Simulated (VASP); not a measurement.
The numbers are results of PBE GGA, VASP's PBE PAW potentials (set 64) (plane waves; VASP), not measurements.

VASP input:

POSCAR:
```
Pd
1
    2.5448900000     0.0000000000     0.0000000000
    0.0000000000     2.5448900000     0.0000000000
    0.0000000000     0.0000000000     2.5448900000
Pd
1
Direct
  0.0000000000   0.0000000000   0.0000000000
```

INCAR:
```
# general
SYSTEM   =  Pd
PREC     =  Accurate
ENCUT    =  400
LREAL    =  .FALSE.
LASPH    =  .TRUE.

# electronic loop
EDIFF    =  1E-6
NELM     =  100
ALGO     =  Normal
LMAXMIX  =  4

# smearing
ISMEAR   =  1
SIGMA    =  0.1

# functional
GGA      =  PE

# ions
ISIF     =  2

# output
LWAVE    =  .FALSE.
LCHARG   =  .FALSE.
```

KPOINTS:
```
Automatic mesh
0
Gamma
11 11 11
0 0 0
```

POTCAR, in this order: Pd (PBE.64 set). Program: vasp_std.

### Question
What does the run give for the energy per atom (σ→0), pressure, band gap (on the k-mesh)?

### Answer

- energy per atom (σ→0) = -4.655 eV/atom
- band gap (on the k-mesh) = none (metal, semimetal or under 0.01 eV)
- pressure = 11.18 GPa

### OSZICAR
```
...
DAV:   5    -0.483153870683E+01   -0.28287E-04   -0.28287E-04  1175   0.148E-01    0.673E+00
DAV:   6    -0.466948668736E+01    0.16205E+00   -0.66052E-01  1027   0.770E+00    0.357E+00
DAV:   7    -0.465850950011E+01    0.10977E-01   -0.74518E-03  1148   0.759E-01    0.177E+00
DAV:   8    -0.465541114450E+01    0.30984E-02   -0.13416E-03  1067   0.398E-01    0.572E-02
DAV:   9    -0.465540259006E+01    0.85544E-05   -0.93496E-05  1395   0.969E-02    0.306E-02
DAV:  10    -0.465540411146E+01   -0.15214E-05   -0.24951E-05  1065   0.498E-02    0.704E-03
DAV:  11    -0.465540333698E+01    0.77447E-06   -0.10688E-06   537   0.109E-02
   1 F= -.46554033E+01 E0= -.46553073E+01  d E =-.288162E-03
```

The structure was generated: Pd was put into the simple-cubic type (Pm-3m), which need not be its known phase. The cell was not relaxed at this level.
